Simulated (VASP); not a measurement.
Input:

```yaml
crystal:
  lattice:
    - [3.12223, 0.00000, 0.00000]
    - [-1.56112, 2.70393, 0.00000]
    - [0.00000, 0.00000, 5.96638]
  atoms:
    - { symbol: W, position: [0.33333, 0.66667, 0.02168] }
    - { symbol: W, position: [0.66667, 0.33333, 0.52168] }
    - { symbol: C, position: [0.33333, 0.66667, 0.35332] }
    - { symbol: C, position: [0.66667, 0.33333, 0.85332] }
```

All values below come from r2SCAN meta-GGA, VASP's PBE PAW potentials (set 64) (plane waves; VASP). Run with 520 eV cut-off, 13×13×6 Γ-centred mesh, tetrahedra with Blöchl corrections, potentials W_sv C.

### Question
Give the energies of bands 11 to 21 at the high-symmetry points, in eV from the Fermi level.

### Answer

```csv
band,Γ,M,K,A,L,H
11,-6.63,-6.85,-6.67,-6.78,-6.79,-5.78
12,-6.48,-6.54,-4.88,-6.78,-6.79,-5.78
13,-4.73,-5.08,-4.88,-4.36,-4.47,-5.71
14,-4.73,-4.76,-4.68,-4.36,-4.47,-5.71
15,-3.86,-3.71,-4.11,-4.36,-3.74,-2.81
16,-3.86,-2.15,-4.11,-4.36,-3.74,-2.81
17,-0.35,-2.05,-1.25,0.50,-0.64,-1.44
18,-0.35,-0.27,-1.25,0.50,-0.64,-1.44
19,0.20,1.69,0.23,0.50,2.27,0.75
20,1.38,2.25,0.23,0.50,2.27,0.75
21,1.38,2.56,2.04,2.50,2.52,2.82
```

It has no gap at this level: it comes out as a metal or semimetal.

The structure was generated: WC was put into the wurtzite type (P6_3mc), which need not be its known phase. It was relaxed first, which changed the volume by -39 %.
